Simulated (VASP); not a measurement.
Given:

```yaml
crystal:
  lattice:
    - [0.00000, 3.30742, 3.30742]
    - [3.30742, 0.00000, 3.30742]
    - [3.30742, 3.30742, 0.00000]
  atoms:
    - { symbol: In, position: [0.00000, 0.00000, 0.00000] }
    - { symbol: Sb, position: [0.25000, 0.25000, 0.25000] }
```

The numbers are results of optB88-vdW, VASP's PBE PAW potentials (set 64) (plane waves; VASP 6.6.1), not measurements. Numerical set-up: 520 eV cut-off, Gaussian smearing of 0.050 eV, potentials In_d Sb.

Unless said otherwise, spin-orbit coupling is left out, though it shifts the bands of the heavy elements here.

Task: Estimate the band gap (along the path) with the smallest direct gap where there is one.

Result: 
The band gap (along the path) is none (metal, semimetal or under 0.01 eV).

The absolute energy has meaning only against runs of the same code, potentials and settings.

The compound is InSb in the zinc blende structure. It was relaxed first, which changed the volume by +6 %.
